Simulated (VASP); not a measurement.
These are PBE GGA, VASP's PBE PAW potentials (set 64) (plane waves; VASP) values and carry that method's errors.

Input for VASP

File POSCAR:
```
CrAl
1
    0.0000000000     2.9782171545     2.9782171545
    2.9782171545     0.0000000000     2.9782171545
    2.9782171545     2.9782171545     0.0000000000
Cr Al
1 1
Direct
  0.0000000000   0.0000000000   0.0000000000
  0.2500000000   0.2500000000   0.2500000000
```

File KPOINTS:
```
Automatic mesh
0
Gamma
12 12 12
0 0 0
```

INCAR:
```
! general
SYSTEM =CrAl
PREC   =Accurate
ENCUT  =400
LREAL  =.FALSE.
LASPH  =.TRUE.

! electronic loop
EDIFF  =1E-7
NELM   =100
ALGO   =Normal
LMAXMIX=4

! smearing
ISMEAR =-5

! functional
GGA    =PE

! spin
ISPIN  =2
MAGMOM =3.7 -0.0

! ions
ISIF   =2

! output
LWAVE  =.FALSE.
LCHARG =.TRUE.
LORBIT =11
NEDOS  =601
```

POTCAR, in this order: Cr_pv Al (PBE.64 set). Program: vasp_std.

Output of the run:

**OSZICAR**
```
       N       E                     dE             d eps       ncg     rms          rms(c)
DAV:   1     0.522343988086E+02    0.52234E+02   -0.72145E+03  4704   0.809E+02
DAV:   2    -0.911005742901E+01   -0.61344E+02   -0.57677E+02  3854   0.209E+02
DAV:   3    -0.107040696868E+02   -0.15940E+01   -0.15653E+01  4662   0.383E+01
DAV:   4    -0.107409057588E+02   -0.36836E-01   -0.36839E-01  5110   0.494E+00
DAV:   5    -0.107416148683E+02   -0.70911E-03   -0.70916E-03  5034   0.560E-01    0.871E+00
DAV:   6    -0.112067534774E+02   -0.46514E+00   -0.12182E+01  4131   0.367E+01    0.126E+01
DAV:   7    -0.102268368025E+02    0.97992E+00   -0.39661E+00  3931   0.241E+01    0.276E+00
DAV:   8    -0.102701669648E+02   -0.43330E-01   -0.77482E-02  4110   0.192E+00    0.967E-01
DAV:   9    -0.102749342751E+02   -0.47673E-02   -0.36109E-02  4489   0.161E+00    0.733E-01
DAV:  10    -0.102791156394E+02   -0.41814E-02   -0.31458E-03  4278   0.452E-01    0.353E-01
DAV:  11    -0.102794722789E+02   -0.35664E-03   -0.19602E-03  4554   0.378E-01    0.804E-02
DAV:  12    -0.102796239726E+02   -0.15169E-03   -0.25241E-04  4472   0.122E-01    0.382E-02
DAV:  13    -0.102796409975E+02   -0.17025E-04   -0.18053E-05  5413   0.310E-02    0.203E-02
DAV:  14    -0.102796360268E+02    0.49707E-05   -0.64755E-06  4535   0.193E-02    0.555E-03
DAV:  15    -0.102796367633E+02   -0.73655E-06   -0.80541E-07  4289   0.813E-03    0.171E-03
DAV:  16    -0.102796383770E+02   -0.16137E-05   -0.69070E-08  3133   0.203E-03    0.991E-04
DAV:  17    -0.102796385410E+02   -0.16396E-06   -0.27811E-08  2542   0.104E-03    0.573E-04
DAV:  18    -0.102796381081E+02    0.43295E-06   -0.94195E-09  2577   0.850E-04    0.177E-04
DAV:  19    -0.102796381702E+02   -0.62156E-07   -0.20031E-09  2542   0.294E-04
   1 F= -.10279638E+02 E0= -.10279638E+02  d E =0.000000E+00  mag=     4.2156
```

### OUTCAR
```
------------------------ aborting loop because EDIFF is reached ----------------------------------------
  FORCE on cell =-STRESS in cart. coord.  units (eV):
  Direction    XX          YY          ZZ          XY          YZ          ZX
  --------------------------------------------------------------------------------------
  Total       -0.0325942     -0.0325942     -0.0325942      0.0000000      0.0000000     -0.0000000
  in kB       -0.9884448     -0.9884448     -0.9884448      0.0000000      0.0000000     -0.0000000
  external PRESSURE =      -0.9884448 kB  Pullay stress =       0.0000000 kB
  volume of cell :       52.83
      direct lattice vectors                 reciprocal lattice vectors
     0.000000000  2.978217154  2.978217154    -0.167885676  0.167885676  0.167885676
     2.978217154  0.000000000  2.978217154     0.167885676 -0.167885676  0.167885676
     2.978217154  2.978217154  0.000000000     0.167885676  0.167885676 -0.167885676
 POSITION                                       TOTAL-FORCE (eV/Angst)
 -----------------------------------------------------------------------------------
      0.00000      0.00000      0.00000         0.000000     -0.000000      0.000000
      1.48911      1.48911      1.48911        -0.000000      0.000000     -0.000000
 -----------------------------------------------------------------------------------
    total drift:                               -0.000000     -0.000000     -0.000000
  FREE ENERGIE OF THE ION-ELECTRON SYSTEM (eV)
  ---------------------------------------------------
  free  energy   TOTEN  =       -10.2796381702 eV

  energy  without entropy=      -10.2796381702  energy(sigma->0) =      -10.27963817

 total charge

# of ion       s       p       d       tot
------------------------------------------
    1        0.345   6.117   4.131  10.593
    2        0.518   0.301   0.000   0.819
--------------------------------------------------
tot          0.863   6.419   4.131  11.412

 magnetization (x)

# of ion       s       p       d       tot
------------------------------------------
    1        0.072   0.029   3.629   3.730
    2       -0.034   0.031   0.000  -0.003
--------------------------------------------------
tot          0.038   0.060   3.629   3.727
```
(Selected blocks of OUTCAR.)

### OUTCAR
```
 val. band max:        3.1983981449   @ k =  -0.2500   0.3333   0.0833

 cond. band min:       3.0949998165   @ k =  -0.2500   0.4167   0.1667


 Fermi energy:         3.1759516723

 spin component 1

 k-point     1 :       0.0000    0.0000    0.0000
  band No.  band energies     occupation
      1     -40.8474      1.00000
      2     -40.8474      1.00000
      3     -40.8474      1.00000
      4      -3.8719      1.00000
      5       1.1856      1.00000
      6       1.1856      1.00000
      7       1.1856      1.00000
      8       1.8836      1.00000
      9       1.8836      1.00000
     10       8.4723      0.00000
     11       8.4723      0.00000
     12       8.4723      0.00000
     13       9.1383      0.00000

 k-point     2 :       0.0833    0.0000    0.0000
  band No.  band energies     occupation
      1     -40.8477      1.00000
      2     -40.8474      1.00000
      3     -40.8474      1.00000
      4      -3.7906      1.00000
      5       1.1544      1.00000
      6       1.2032      1.00000
      7       1.2032      1.00000
      8       1.8784      1.00000
      9       1.8784      1.00000
     10       7.3592      0.00000
     11       8.1231      0.00000
     12       8.1231      0.00000
     13       9.2771      0.00000

 k-point     3 :       0.1667    0.0000    0.0000
  band No.  band energies     occupation
      1     -40.8482      1.00000
      2     -40.8475      1.00000
      3     -40.8475      1.00000
      4      -3.5514      1.00000
      5       1.0663      1.00000
      6       1.2468      1.00000
      7       1.2468      1.00000
      8       1.8720      1.00000
      9       1.8720      1.00000
     10       5.8845      0.00000
     11       7.6254      0.00000
     12       7.6254      0.00000
     13       9.2954      0.00000

 k-point     4 :       0.2500    0.0000    0.0000
  band No.  band energies     occupation
      1     -40.8489      1.00000
...
```

The moments were started parallel, and other spin orders were not tried in this run. For a metal the tetrahedron method with Blöchl corrections gives inexact stress and forces.

The structure was generated: CrAl was put into the zinc blende type (F-43m), which need not be its known phase. It was relaxed first.
